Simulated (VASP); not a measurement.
The system is ZnCd3Se3S.

```
Zn Cd Se S
1.0
     4.26265    2.46104    3.46333
    -4.26265    2.46104    3.46333
     0.00000   -4.92209    3.46333
Zn Cd Se S
1 3 3 1
Direct
  0.99181 0.99181 0.99181
  0.50643 0.99620 0.50643
  0.99620 0.50643 0.50643
  0.50643 0.50643 0.99620
  0.23723 0.76250 0.23723
  0.76250 0.23723 0.23723
  0.23723 0.23723 0.76250
  0.76169 0.76169 0.76169
```

The cell was built by a generator and needn't be a form met in nature.

Base run:

- Program: VASP 6.6.1
- Functional: HSE06
- Potentials or basis: VASP PAW PBE potentials, release 64 (Zn, Cd, Se, S)
- Cutoff: 520 eV
- k mesh: 4 × 4 × 4
- Occupations: gaussian, width 0.02 eV
- Spin: no spin polarisation

Its results: band gap on the k mesh 1.67 eV, direct; pressure -1.3 GPa; largest force 0.063 eV/Å.

Problem. The run is repeated on the same cell with these changes: functional from HSE06 to PBE; further incar settings from ALGO = Normal; EDIFF = 1e-05; NBANDS = 46 to ALGO = Normal; EDIFF = 1e-06; NBANDS = 46. What comes out?

Solution. Band gap on the k mesh 0.69 eV, direct; pressure 0.0 GPa; largest force 0.004 eV/Å.

Caveats: the PAW data sets were made with another functional, which shifts forces and pressure a little (some runs).

